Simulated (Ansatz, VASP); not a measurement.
Two plane-wave programs on NbB2

File INCAR:

```
SYSTEM = NbB2
PREC = Accurate
ENCUT = 520
EDIFF = 1E-7
ISMEAR = 0
SIGMA = 0.1
LREAL = .False.
LASPH = .True.
NELM = 100
ALGO = Normal
ISIF = 2
LWAVE = .False.
LCHARG = .False.
NBANDS = 16
```

File KPOINTS:

```
regular mesh
0
Gamma
  6 6 6
  0 0 0
```

File POSCAR:

```
NbB2
1.0
    3.1100004305      0.0000000000      0.0000000000
   -1.5550002153      2.6933393786      0.0000000000
    0.0000000000      0.0000000000      3.2700000000
Nb B
1 2
Direct
    0.0000000000      0.0000000000      0.0000000000
    0.3333333333      0.6666666667      0.5000000000
    0.6666666667      0.3333333333      0.5000000000
```

Input for Ansatz:

```yaml
crystal:
  lattice:
    - [3.1100004305, 0.0, 0.0]
    - [-1.5550002153, 2.6933393786, 0.0]
    - [0.0, 0.0, 3.27]
  atoms:
    - { symbol: Nb, position: [0.0, 0.0, 0.0] }
    - { symbol: B, position: [0.3333333333, 0.6666666667, 0.5] }
    - { symbol: B, position: [0.6666666667, 0.3333333333, 0.5] }
basis:
  ecutwfc: 420
kpoints:
  mp_grid: { grid: [6, 6, 6] }
hamiltonian:
  xc: lda
scf:
  occupations: { method: gaussian, width: 0.1 }
output:
  forces: true
  stress: true
  eigenvalues: true
```

Alike in both runs: task single point; functional LDA; k mesh 6 × 6 × 6; occupations gaussian, width 0.1 eV; no spin polarisation.

|  | VASP | Ansatz |
| --- | --- | --- |
| version | VASP 6.6.1 | Ansatz 0.2.0 |
| potentials or method | VASP PAW LDA potentials, release 64 (Nb_sv, B) | scalar-relativistic, plane waves, PAW |
| plane-wave cutoff (eV) | 520 | 420 |
| valence electrons in the cell | 19 | 19 |

|  | VASP | Ansatz | Ansatz less VASP |
| --- | --- | --- | --- |
| gap on the k mesh at the Fermi level (eV) | none | none | - |
| pressure (GPa) | -6.4 | -6.4 | -0.04 |
| largest component of the traceless stress (GPa) | 2.52 | 2.63 | +0.110 |

A gap of «none» marks a metal or a gap that the smearing closes.

Caveats: the k mesh is coarse (spacing up to 0.39 Å⁻¹), so the values aren't converged.
